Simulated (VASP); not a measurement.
```
Cr
1.0
    2.85420     0.00000     0.00000
    0.00000     2.85420     0.00000
    0.00000     0.00000     2.85420
Cr
2
Direct
  0.00000   0.00000   0.00000
  0.50000   0.50000   0.50000
```

Calculation: rev-vdW-DF2, VASP's PBE PAW potentials (set 64) (plane waves; VASP 6.6.1). Run with 520 eV cut-off, 13×13×13 Γ-centred mesh, first-order Methfessel-Paxton smearing of 0.10 eV, potentials Cr_pv.

### Question
Give the stress tensor in GPa (positive for a compressed cell).

### Answer

```
-7.23   0.00   0.00
 0.00  -7.23   0.00
 0.00   0.00  -7.23
```
The pressure is its mean diagonal, -7.23 GPa.

The compound is Cr in the bcc, AFM order structure. This cell is one point of a volume scan, at 1.03 of the reference volume. The run is not spin-polarised, so no magnetic state was tried.
